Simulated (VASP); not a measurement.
OSZICAR of a VASP run on Ni3Fe (L1_2):

**OSZICAR**
```
       N       E                     dE             d eps       ncg     rms          rms(c)
DAV:   1     0.209489402665E+03    0.20949E+03   -0.17798E+04  6000   0.213E+03
DAV:   2    -0.605896352301E+02   -0.27008E+03   -0.25984E+03  5824   0.378E+02
DAV:   3    -0.760423548305E+02   -0.15453E+02   -0.14782E+02  6024   0.126E+02
DAV:   4    -0.762486116305E+02   -0.20626E+00   -0.20579E+00  6242   0.152E+01
DAV:   5    -0.762552414242E+02   -0.66298E-02   -0.66268E-02  8404   0.217E+00    0.234E+01
DAV:   6    -0.712701289063E+02    0.49851E+01   -0.61056E+01  6328   0.143E+02    0.385E+01
DAV:   7    -0.704018057386E+02    0.86832E+00   -0.27118E+01  6870   0.137E+02    0.243E+01
DAV:   8    -0.666707031303E+02    0.37311E+01   -0.12316E+01  7444   0.630E+01    0.610E+00
DAV:   9    -0.670523600236E+02   -0.38166E+00   -0.13166E+00  6552   0.146E+01    0.319E+00
DAV:  10    -0.670841250479E+02   -0.31765E-01   -0.20292E-01  7928   0.847E+00    0.196E+00
DAV:  11    -0.670663222780E+02    0.17803E-01   -0.71738E-02  8124   0.456E+00    0.111E+00
DAV:  12    -0.670665667624E+02   -0.24448E-03   -0.20649E-02  6624   0.192E+00    0.477E-01
DAV:  13    -0.670655022932E+02    0.10645E-02   -0.16265E-03  6182   0.483E-01    0.285E-01
DAV:  14    -0.670649673252E+02    0.53497E-03   -0.56022E-04  6784   0.323E-01    0.121E-01
DAV:  15    -0.670649768941E+02   -0.95690E-05   -0.10244E-03  6792   0.376E-01    0.632E-02
DAV:  16    -0.670650946467E+02   -0.11775E-03   -0.56988E-04  6474   0.243E-01    0.272E-02
DAV:  17    -0.670649820035E+02    0.11264E-03   -0.11896E-04  6410   0.989E-02    0.119E-02
DAV:  18    -0.670649862865E+02   -0.42830E-05   -0.44327E-06  6194   0.270E-02    0.591E-03
DAV:  19    -0.670649924042E+02   -0.61177E-05   -0.24072E-06  6700   0.166E-02    0.214E-03
DAV:  20    -0.670650024370E+02   -0.10033E-04   -0.14537E-06  4680   0.948E-03    0.104E-03
DAV:  21    -0.670650025987E+02   -0.16171E-06   -0.63673E-07  4500   0.729E-03    0.531E-04
DAV:  22    -0.670650007461E+02    0.18526E-05   -0.39484E-07  4500   0.535E-03    0.338E-04
DAV:  23    -0.670650005377E+02    0.20841E-06   -0.86991E-08  3340   0.274E-03    0.214E-04
DAV:  24    -0.670650002197E+02    0.31802E-06   -0.58049E-09  3068   0.757E-04    0.167E-04
DAV:  25    -0.670649999907E+02    0.22893E-06   -0.70093E-10  3044   0.312E-04    0.111E-04
DAV:  26    -0.670649999019E+02    0.88804E-07   -0.39096E-10  3032   0.212E-04
   1 F= -.67065000E+02 E0= -.67065000E+02  d E =0.000000E+00  mag=     5.2816
       N       E                     dE             ncg
       N       E                     dE             ncg
```

**Question.** Which electronic solver shows in the log?

**Answer.** It is blocked Davidson (ALGO = Normal, or the opening steps of other solvers). The INCAR had ALGO = Normal.

**Question.** How was spin treated?

**Answer.** Collinear spin (ISPIN = 2): the summary line carries one mag value, 5.28 μB in the cell.

**Question.** Can the final energy be trusted as converged?

**Answer.** The run converged. It stopped with EDIFF = 1E-7, NELM = 100 (SCAN meta-GGA, plane waves, VASP's PBE PAW potentials (set 64)).

The compound is Ni3Fe in the L1_2 structure. It was relaxed first.
